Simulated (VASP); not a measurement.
Take CuCl (zinc blende), against free atoms with fixed spin and no zero-point term, in VASP with PAW potentials, and its cohesive energy.

Task: One run gives 3.27 eV/atom. Which level is it?
(A) PBE
(B) LDA
(C) PBEsol

Result: C, PBEsol.  The others give 2.86 (PBE), 3.71 (LDA).

Only levels that ran to the end are used. Left out are those held back, those with too coarse a band path, GW runs whose mesh misses a band edge, hybrids' fits of cells that aren't cubic and levels without matching references; a question may draw on a part of the rest.
